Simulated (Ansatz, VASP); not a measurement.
# Mo: VASP beside Ansatz

One calculation is typed for both programs; each brings its own data sets. How far apart do they land? The cell is taken from a series of runs on this material, whose earlier steps may have relaxed, scaled, displaced or heated it; both programs get it as it stands.

Program: Ansatz 0.2.0. Level of theory: plane waves, with VASP 6.6.1 beside it; PBEsol. Results are calculated unless marked as measured.

### 1. The starting structure

Symmetry: Im-3m, No. 229, cubic system. The conventional cell has a = 3.147 Å, b = 3.147 Å, c = 3.147 Å, α = 90.00°, β = 90.00°, γ = 90.00°. Nearest to Mo lie 8 Mo at 2.73 Å.

### 2. VASP: elastic constants, PBEsol

Elastic constants are differences of stresses under small strains, so they test the stress and the mesh.

Lines of VASP's logs that name or quote its potential files are left out, and so is its time.

INCAR reads:

```
SYSTEM = Mo
PREC = Accurate
ENCUT = 500
EDIFF = 1E-08
NELM = 120
ISMEAR = -1
SIGMA = 0.15
LREAL = .FALSE.
ALGO = Normal
GGA = PS
NBANDS = 13
LASPH = .TRUE.
LORBIT = 11
LWAVE = .FALSE.
LCHARG = .FALSE.
ISIF = 3
IBRION = 6
NFREE = 2
POTIM = 0.015
NSW = 1
GGA_COMPAT = .FALSE.
KPAR = 2
```

POSCAR reads:

```
Mo
1.0
   -1.5734150000      1.5734150000      1.5734150000
    1.5734150000     -1.5734150000      1.5734150000
    1.5734150000      1.5734150000     -1.5734150000
Mo
1
Direct
    0.0000000000      0.0000000000      0.0000000000
```

KPOINTS reads:

```
Automatic mesh
0
Gamma
24 24 24
0 0 0
```

PAW data sets: Mo_sv (PBE family, release 64).

Run with:

```
$ mpirun -np 2 vasp_std
```

Numbers of over 12 decimals in the logs are rounded to 6 here.

Output:

```text
[banner, memory and clock lines left out]
running    2 mpi-ranks, on    1 nodes
 distrk:  each k-point on    1 cores,    2 groups
 distr:  one band on    1 cores,    1 groups

 POSCAR found type information on POSCAR Mo
 POSCAR found :  1 types and       1 ions
|                                                                             |
|               ----> ADVICE to this user running VASP <----                  |
|                                                                             |
|     You enforced a specific xc type in the INCAR file but a different       |
|     [... a line on the potential file left out ...]
|     I HOPE YOU KNOW WHAT YOU ARE DOING!                                     |
|                                                                             |

 LDA part: xc-table for (Slater+PW92), standard interpolation
 POSCAR, INCAR and KPOINTS ok, starting setup
 FFT: planning ... GRIDC
 FFT: planning ... GRID_SOFT
 FFT: planning ... GRID
 WAVECAR not read
 entering main loop
       N       E                     dE             d eps       ncg     rms          rms(c)
DAV:   1     0.891923368720E+02    0.89192E+02   -0.78569E+03 10819   0.107E+03
DAV:   2    -0.114396410666E+02   -0.10063E+03   -0.96894E+02 12423   0.307E+02
DAV:   3    -0.125626892128E+02   -0.11230E+01   -0.11202E+01 12043   0.322E+01
DAV:   4    -0.125651962181E+02   -0.25070E-02   -0.25070E-02 12053   0.185E+00
DAV:   5    -0.125652115328E+02   -0.15315E-04   -0.15313E-04 12148   0.129E-01    0.160E+01
DAV:   6    -0.118996360179E+02    0.66558E+00   -0.79906E-01 11078   0.109E+01    0.424E+00
DAV:   7    -0.118052081627E+02    0.94428E-01   -0.15257E-01 11953   0.451E+00    0.977E-01
DAV:   8    -0.117993918721E+02    0.58163E-02   -0.41830E-03 11138   0.825E-01    0.197E-01
DAV:   9    -0.117993711562E+02    0.20716E-04   -0.10567E-04 12593   0.125E-01    0.817E-02
DAV:  10    -0.117993780498E+02   -0.68936E-05   -0.93919E-06 11183   0.355E-02    0.574E-03
DAV:  11    -0.117993782374E+02   -0.18760E-06   -0.16701E-07 12423   0.433E-03    0.795E-04
DAV:  12    -0.117993781499E+02    0.87485E-07   -0.45767E-09  6999   0.770E-04    0.469E-05
DAV:  13    -0.117993781570E+02   -0.70963E-08   -0.17315E-10  5819   0.170E-04
   1 F= -.11799378E+02 E0= -.11775061E+02  d E =-.486338E-01
[... from here on, the cycles between the ionic steps are left out ...]
   2 F= -.11788960E+02 E0= -.11764325E+02  d E =-.492707E-01
   3 F= -.11799594E+02 E0= -.11775459E+02  d E =-.482709E-01
   6 F= -.11788960E+02 E0= -.11764325E+02  d E =-.492707E-01
   7 F= -.11799594E+02 E0= -.11775459E+02  d E =-.482709E-01
   8 F= -.11798282E+02 E0= -.11773960E+02  d E =-.486437E-01
   9 F= -.11798282E+02 E0= -.11773960E+02  d E =-.486437E-01
  10 F= -.11798281E+02 E0= -.11773959E+02  d E =-.486437E-01
  11 F= -.11798282E+02 E0= -.11773960E+02  d E =-.486435E-01
  12 F= -.11798282E+02 E0= -.11773960E+02  d E =-.486437E-01
  13 F= -.11798282E+02 E0= -.11773960E+02  d E =-.486435E-01
  14 F= -.11799377E+02 E0= -.11775060E+02  d E =-.486338E-01
 Finite differences progress:
  Degree of freedom:   7/  7
  Displacement:        1/  2
  Total:              13/ 14
 bond charge predicted
       N       E                     dE             d eps       ncg     rms          rms(c)
DAV:   1    -0.117909459656E+02    0.84314E-02   -0.47958E+00 10738   0.276E+01    0.210E-01
DAV:   2    -0.117999545522E+02   -0.90086E-02   -0.10113E-01 11078   0.373E+00    0.130E-01
DAV:   3    -0.117993655540E+02    0.58900E-03   -0.17647E-03 12028   0.569E-01    0.187E-02
DAV:   4    -0.117993739390E+02   -0.83850E-05   -0.88097E-05 11628   0.103E-01    0.986E-03
DAV:   5    -0.117993763710E+02   -0.24320E-05   -0.22003E-06 12073   0.203E-02    0.282E-03
DAV:   6    -0.117993771386E+02   -0.76752E-06   -0.22654E-07 11253   0.627E-03    0.129E-03
DAV:   7    -0.117993773276E+02   -0.18900E-06   -0.21810E-08 11258   0.187E-03    0.386E-05
DAV:   8    -0.117993773221E+02    0.54329E-08   -0.19038E-10  5649   0.166E-04
  15 F= -.11799377E+02 E0= -.11775060E+02  d E =-.486338E-01
 Finite differences progress:
  Degree of freedom:   7/  7
  Displacement:        2/  2
  Total:              14/ 14
```

OUTCAR, selected parts (step 2):

```text
ion  position               nearest neighbor table
   1  0.000  0.000  0.000-

  LATTYP: Found a body centered cubic cell.
 ALAT       =     3.1468300000

 Subroutine GETGRP returns: Found 48 space group operations
 (whereof 48 operations were pure point group operations)

The static configuration has the point symmetry O_h .

 Found    413 irreducible k-points:

   k-points           NKPTS =    413   k-points in BZ     NKDIM =    413   number of bands    NBANDS=     13

   dimension x,y,z NGX =    20 NGY =   20 NGZ =   20
   dimension x,y,z NGXF=    40 NGYF=   40 NGZF=   40

   ENCUT  =  500.0 eV  36.75 Ry    6.06 a.u.   4.97  4.97  4.97*2*pi/ulx,y,z

   NELECT =      14.0000    total number of electrons

 k-points in reciprocal lattice and weights: Automatic mesh
   0.00000000  0.00000000  0.00000000       0.000
   0.04166667  0.00000000  0.00000000       0.001
   0.08333333  0.00000000  0.00000000       0.001
   0.12500000  0.00000000  0.00000000       0.001
   0.16666667  0.00000000  0.00000000       0.001
   0.20833333  0.00000000  0.00000000       0.001
   0.25000000  0.00000000  0.00000000       0.001
   0.29166667  0.00000000  0.00000000       0.001
   0.33333333  0.00000000  0.00000000       0.001
[...]
0.50000000  0.50000000  0.45833333       0.001
   0.50000000  0.50000000  0.50000000       0.000

 average (electrostatic) potential at core
       1 -68.9947

 E-fermi :  12.5065

 k-point     1 :       0.0000    0.0000    0.0000
  band No.  band energies     occupation
    ...
      4     -21.9516      2.00000
      5       5.2210      2.00000
      6      11.1470      1.99977
      7      11.1470      1.99977
      8      11.1470      1.99977
      9      14.1736      0.00003
     10      14.1736      0.00003
     11      27.3301      0.00000
     12      27.3301      0.00000
     13      27.3301      0.00000

 k-point     2 :       0.0417    0.0000    0.0000
  band No.  band energies     occupation
    ...
      4     -21.9518      2.00000
      5       5.2991      2.00000
      6      11.1025      1.99983
      7      11.1403      1.99978
      8      11.2198      1.99962
      9      14.1054      0.00005
     10      14.1745      0.00003
     11      27.3905      0.00000
     12      27.4614      0.00000
     13      27.4894      0.00000

 k-point     3 :       0.0833    0.0000    0.0000
  band No.  band energies     occupation
    ...
      4     -21.9523      2.00000
      5       5.5271      2.00000
      6      10.9747      1.99993
      7      11.1140      1.99981
      8      11.4368      1.99840
      9      13.9329      0.00015
     10      14.1791      0.00003
     11      27.5525      0.00000
     12      27.8489      0.00000
     13      27.9223      0.00000

  Total       -0.3652611     -0.3652611     -0.3652611      0.0000000     -0.0000000      0.0000000
  in kB      -37.5598749    -37.5598749    -37.5598749      0.0000000     -0.0000000      0.0000000
  external PRESSURE =     -37.5598749 kB  Pullay stress =       0.0000000 kB

  energy-cutoff  :      500.00
  volume of cell :       15.58
      direct lattice vectors                 reciprocal lattice vectors
    -1.573415000  1.573415000  1.573415000     0.000000000  0.317780115  0.317780115
     1.573415000 -1.573415000  1.573415000     0.317780115  0.000000000  0.317780115
     1.573415000  1.573415000 -1.573415000     0.317780115  0.317780115  0.000000000

 POSITION                                       TOTAL-FORCE (eV/Angst)
 -----------------------------------------------------------------------------------
     -0.01500      0.00000      0.00000        -0.000000      0.000000     -0.000000
 -----------------------------------------------------------------------------------
    total drift:                                0.000029     -0.000000     -0.000000

  FREE ENERGIE OF THE ION-ELECTRON SYSTEM (eV)
  ---------------------------------------------------
  free  energy   TOTEN  =       -11.7993773221 eV

  energy  without entropy=      -11.7507435100  energy(sigma->0) =      -11.77506042

  SYMMETRIZED ELASTIC MODULI (kBar)
 Direction    XX          YY          ZZ          XY          YZ          ZX
 --------------------------------------------------------------------------------
 XX        4697.8243   1656.1301   1656.1301     -0.0000     -0.0000     -0.0000
 YY        1656.1301   4697.8243   1656.1301      0.0000     -0.0000      0.0000
 ZZ        1656.1301   1656.1301   4697.8243     -0.0000      0.0000      0.0000
 XY          -0.0000      0.0000     -0.0000   1010.3053      0.0000      0.0000
 YZ          -0.0000     -0.0000      0.0000      0.0000   1010.3053      0.0000
 ZX          -0.0000      0.0000      0.0000      0.0000      0.0000   1010.3053
 --------------------------------------------------------------------------------

 Eigenvectors and eigenvalues of the dynamical matrix
 ----------------------------------------------------

   1 f/i=    0.000000 THz     0.000000 2PiTHz    0.000000 cm-1     0.000000 meV
             X         Y         Z           dx          dy          dz
      0.000000  0.000000  0.000000     1.000000    0.000000    0.000000

   2 f/i=    0.000000 THz     0.000000 2PiTHz    0.000000 cm-1     0.000000 meV
             X         Y         Z           dx          dy          dz
      0.000000  0.000000  0.000000     0.000000    1.000000    0.000000

   3 f/i=    0.000000 THz     0.000000 2PiTHz    0.000000 cm-1     0.000000 meV
             X         Y         Z           dx          dy          dz
      0.000000  0.000000  0.000000     0.000000    0.000000    1.000000

 ELASTIC MODULI CONTR FROM IONIC RELAXATION (kBar)
 Direction    XX          YY          ZZ          XY          YZ          ZX
 --------------------------------------------------------------------------------
 XX           0.0000      0.0000      0.0000      0.0000      0.0000      0.0000
 YY           0.0000      0.0000      0.0000      0.0000      0.0000      0.0000
 ZZ           0.0000      0.0000      0.0000      0.0000      0.0000      0.0000
 XY           0.0000      0.0000      0.0000      0.0000      0.0000      0.0000
 YZ           0.0000      0.0000      0.0000      0.0000      0.0000      0.0000
 ZX           0.0000      0.0000      0.0000      0.0000      0.0000      0.0000
 --------------------------------------------------------------------------------

 TOTAL ELASTIC MODULI (kBar)
 Direction    XX          YY          ZZ          XY          YZ          ZX
 --------------------------------------------------------------------------------
 XX        4697.8243   1656.1301   1656.1301     -0.0000     -0.0000     -0.0000
 YY        1656.1301   4697.8243   1656.1301      0.0000     -0.0000      0.0000
 ZZ        1656.1301   1656.1301   4697.8243     -0.0000      0.0000      0.0000
 XY          -0.0000      0.0000     -0.0000   1010.3053      0.0000      0.0000
 YZ          -0.0000     -0.0000      0.0000      0.0000   1010.3053      0.0000
 ZX          -0.0000      0.0000      0.0000      0.0000      0.0000   1010.3053
 --------------------------------------------------------------------------------

 total charge
# of ion       s       p       d       tot
------------------------------------------
    1        2.385   6.206   3.920  12.512

[... 3 further parts left out ...]
```

CONTCAR:

```
Mo
   1.00000000000000
    -1.5734150000000000    1.5734150000000000    1.5734150000000000
     1.5734150000000000   -1.5734150000000000    1.5734150000000000
     1.5734150000000000    1.5734150000000000   -1.5734150000000000
  Mo
     1
Direct
     0.0000000000000000   -0.0047667017284060   -0.0047667017284060
```

Levels, forces or a CONTCAR printed for this step are those of its last displaced cell, not of the structure at rest.

[end of part 1 of 2]

[Lines on the potential files, build, host, timing and source positions are cut from VASP's logs without a mark.]

[Logs are printed without paths, hosts, clocks, repeated set-up lines and the standing remarks that a program may print on its own settings, such as how far it seeks lower states.]

[Hosts, paths, dates, database ids (printed as entryN), source tags and the programs' standing remarks are cut or masked in the printed files.]
